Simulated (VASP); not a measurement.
Given:

```yaml
crystal:
  lattice:
    - [1.53702, -2.66220, 0.00000]
    - [1.53702, 2.66220, 0.00000]
    - [0.00000, 0.00000, 3.47678]
  atoms:
    - { symbol: Mg, position: [0.00000, 0.00000, 0.00000] }
    - { symbol: B, position: [0.33333, 0.66667, 0.50000] }
    - { symbol: B, position: [0.66667, 0.33333, 0.50000] }
```

All values below come from r2SCAN+rVV10, VASP's PBE PAW potentials (set 64) (plane waves; VASP). Numerical set-up: 520 eV cut-off, 13×13×10 Γ-centred mesh, tetrahedra with Blöchl corrections, potentials Mg B.

The cores are frozen, which limits the accuracy of field gradients.

Q: Give the principal components of the electric field gradient (V/Å²) and the asymmetry η at each nucleus.

A: 
| atom | Vxx | Vyy | Vzz | η |
|---|---|---|---|---|
| Mg1 | 0.2 | 0.2 | -0.4 | - |
| B2 | -9.6 | -9.6 | 19.3 | 0.00 |
| B3 | -9.6 | -9.6 | 19.3 | 0.00 |

The compound is MgB2 in the AlB2 type structure. It was relaxed first.
